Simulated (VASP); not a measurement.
The system is Te2Mo, a slab with vacuum.

```xyz
3
Lattice="3.5025 0.0000 0.0000 -1.7513 3.0333 0.0000 0.0000 0.0000 21.6052" Properties=species:S:1:pos:R:3 pbc="T T T"
Te    0.0000    2.0222    8.9844
Te    0.0000    2.0222   12.6208
Mo    1.7513    1.0111   10.8026
```

Base run:

* Program: VASP 6.6.1
* Functional: HSE06
* Potentials or basis: VASP PAW PBE potentials, release 64 (Te, Mo_sv)
* Cutoff: 520 eV
* k mesh: 9 × 9 × 1
* Occupations: gaussian, width 0.03 eV
* Spin: no spin polarisation

Its results: band gap on the k mesh 1.65 eV, direct; largest force 0.434 eV/Å.

Problem. The run is repeated on the same cell with these changes: functional from HSE06 to PBE0. What comes out?

Solution. Band gap on the k mesh 2.29 eV, direct; largest force 0.434 eV/Å.

Caveats: the PAW data sets were made with another functional, which shifts forces and pressure a little; spin-orbit coupling is left out, which moves the levels of the heavy elements.

Not every run made on this cell is shown here.
